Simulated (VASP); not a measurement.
Consider the following.

```
Ta5Si3
1.0
   -3.25245     3.25245     5.90883
    3.25245    -3.25245     5.90883
    3.25245     3.25245    -5.90883
Ta Si
10 6
Cartesian
  2.18031   1.07213  -1.77643
  1.07213   2.18031   7.68526
  2.18031  -1.07213   4.13240
  1.07213   4.32458   1.77643
  1.07213   2.18031   4.13240
  2.18031   1.07213   1.77643
  1.07213   4.32458  -1.77643
  2.18031  -1.07213   7.68526
  0.00000   0.00000   5.90883
  0.00000   0.00000   0.00000
  4.09832   0.84587   0.00000
 -0.84587   2.40658   5.90883
  2.40658   0.84587   5.90883
  0.84587   2.40658   0.00000
  0.00000   0.00000   8.86324
  0.00000   0.00000   2.95441
```

All values below come from PBEsol GGA, VASP's PBE PAW potentials (set 64) (plane waves; VASP). Run with LREAL = Auto, 400 eV cut-off, 8×8×8 Γ-centred mesh, tetrahedra with Blöchl corrections, potentials Ta_pv Si.

The cores are frozen, which limits the accuracy of field gradients.

Question: Give the principal components of the electric field gradient (V/Å²) and the asymmetry η at each nucleus.

Answer: 
```
atom    Vxx    Vyy    Vzz     η
----  -----  -----  -----  ----
Ta1    64.8   15.1  -79.9  0.62
Ta2    64.8   15.1  -79.9  0.62
Ta3    64.8   15.1  -79.9  0.62
Ta4    64.8   15.1  -79.9  0.62
Ta5    64.8   15.1  -79.9  0.62
Ta6    64.8   15.1  -79.9  0.62
Ta7    64.8   15.1  -79.9  0.62
Ta8    64.8   15.1  -79.9  0.62
Ta9   -56.1  -56.1  112.2  0.00
Ta10  -56.1  -56.1  112.2  0.00
Si11  -18.6   -2.8   21.4  0.74
Si12  -18.6   -2.8   21.4  0.74
Si13  -18.6   -2.8   21.4  0.74
Si14  -18.6   -2.8   21.4  0.74
Si15   -9.7   -9.7   19.5  0.00
Si16   -9.7   -9.7   19.5  0.00
```

The structure comes from a computed database's Ta5Si3 entry (I4/mcm); how it stands against other phases isn't given here. It was relaxed first.
